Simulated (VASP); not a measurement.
From VASP inputs to Ansatz: NaSnI₃ (strained cubic perovskite)

INCAR

```
NSW = 0
IBRION = -1
LWAVE = .FALSE.
ISIF = 2
LREAL = .FALSE.
LCHARG = .FALSE.
GGA = PE
NBANDS = 29
SIGMA = 0.02
PREC = Accurate
ISMEAR = -1
ENCUT = 520
LASPH = .TRUE.
NELM = 120
EDIFF = 1E-7
```

KPOINTS

```
KPOINTS created by Atomic Simulation Environment
0
Gamma
4 4 4
0 0 0
```

KPOINTS_OPT

```
special points
4
Reciprocal
0.0000000000 0.0000000000 0.0000000000 1
0.0000000000 0.5000000000 0.0000000000 1
0.5000000000 0.5000000000 0.0000000000 1
0.5000000000 0.5000000000 0.5000000000 1
```

POSCAR

```
Na Sn I
 1.0000000000000000
     6.2015391289000004    0.0000000000000000    0.0000000000000000
     0.0000000000000000    6.2015391289000004    0.0000000000000000
     0.0000000000000000    0.0000000000000000    6.1395237376000003
 Na  Sn  I
   1   1   3
Cartesian
  0.0000000000000000  0.0000000000000000  0.0000000000000000
  3.1007695644500002  3.1007695644500002  3.0697618688000001
  3.1007695644500002  3.1007695644500002  0.0000000000000000
  3.1007695644500002  0.0000000000000000  3.0697618688000001
  0.0000000000000000  3.1007695644500002  3.0697618688000001
```

VASP ran with the recommended PBE PAW datasets (42 valence electrons in the cell).

Question: Translate these files to an Ansatz input.

Answer: 

```yaml
crystal:
  lattice:
    - [6.2015391289, 0.0, 0.0]
    - [0.0, 6.2015391289, 0.0]
    - [0.0, 0.0, 6.1395237376]
  atoms:
    - { symbol: Na, position: [0.0, 0.0, 0.0] }
    - { symbol: Sn, position: [0.5, 0.5, 0.5] }
    - { symbol: I, position: [0.5, 0.5, 0.0] }
    - { symbol: I, position: [0.5, 0.0, 0.5] }
    - { symbol: I, position: [0.0, 0.5, 0.5] }
kpoints:
  mp_grid: { grid: [4, 4, 4] }
  band_path:
    path: [[0.0, 0.0, 0.0], [0.0, 0.5, 0.0], [0.5, 0.5, 0.0], [0.5, 0.5, 0.5]]
    npoints: 1
hamiltonian:
  xc: pbe
scf:
  occupations: { method: fermi_dirac, width: 0.02 }
  n_extra_bands: 5
output:
  forces: true
  stress: true
  eigenvalues: true
```

Other inputs would serve too.

```csv
,VASP,Ansatz
gap between bands v and c,0.23 eV,0.23 eV
least direct gap,0.23 eV,0.23 eV
pressure,0.5 GPa,0.5 GPa
```

The two codes use different PAW datasets and cutoffs. VASP's cell holds 42 valence electrons and Ansatz's 74. Ansatz's stress includes a Pulay correction; VASP's doesn't.
